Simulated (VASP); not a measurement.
Write the native input for VASP 6.6.1 that does the following.

```
Task                   : relaxation of cell and atoms
Functional             : PBE
Potentials or basis    : VASP PAW PBE potentials, release 64 (Ca_sv, Zr_sv, N)
Cutoff                 : 520 eV
k mesh                 : 5 × 5 × 5
Occupations            : gaussian, width 0.15 eV
Spin                   : no spin polarisation
Further INCAR settings : PREC = Normal; ALGO = Fast; EDIFF = 0.0001; IBRION = 2; EDIFFG = -0.08; NSW = 24; ISIF = 3
```

The structure of Ca2ZrN2 lies in POSCAR:

```
Ca2ZrN2
1.0
   -1.8000000000      1.8000000000      6.3000000000
    1.8000000000     -1.8000000000      6.3000000000
    1.8000000000      1.8000000000     -6.3000000000
Ca Zr N
2 1 2
Direct
    0.3400000000      0.3400000000      0.0000000000
    0.6600000000      0.6600000000      0.0000000000
    0.0000000000      0.0000000000      0.0000000000
    0.8400000000      0.8400000000      0.0000000000
    0.1600000000      0.1600000000      0.0000000000
```

The cell was built by a generator and needn't be a form met in nature.

These files were run (other wordings do the same):

INCAR

```
SYSTEM = Ca2ZrN2
ALGO = Fast ; EDIFF = 1E-4
EDIFFG = -0.08 ; ENCUT = 520
GGA = PE ; IBRION = 2
ISIF = 3 ; ISMEAR = 0
KPAR = 2 ; LASPH = .TRUE.
LCHARG = .FALSE. ; LREAL = .FALSE.
LWAVE = .FALSE. ; NELM = 60
NSW = 24 ; PREC = Normal
SIGMA = 0.15
```

KPOINTS

```
k-points
0
G
  5 5 5
  0 0 0
```

Potentials or basis: VASP PAW PBE potentials, release 64 (Ca_sv, Zr_sv, N).

The run is started by

```bash
$ cat potpaw_PBE.64/Ca_sv/POTCAR potpaw_PBE.64/Zr_sv/POTCAR potpaw_PBE.64/N/POTCAR > POTCAR
$ mpirun -np 2 vasp_std > vasp.out
```

It gave:

```
Relaxed volume                         : 17.63 Å³/atom
Relaxed cell                           : a = 7.485 Å, b = 7.485 Å, c = 7.485 Å, α = 152.68°, β = 152.68°, γ = 39.01°
Space group after relaxing (to 0.05 Å) : I4/mmm (No. 139)
Energy gained by relaxing              : 184.3 meV/atom
Ionic steps                            : 16
Pressure after relaxing                : 0.1 GPa
Largest force after relaxing           : 0.079 eV/Å
Band gap on the k mesh                 : none (metal or under the smearing width)
```

Caveat: the k mesh is coarse (spacing up to 0.49 Å⁻¹), so the values aren't converged.

It took 2.7 min on 2 MPI ranks on Intel(R) Xeon(R) Platinum 8488C (Sapphire Rapids), with other jobs on the host, peak memory 0.26 GiB a rank.
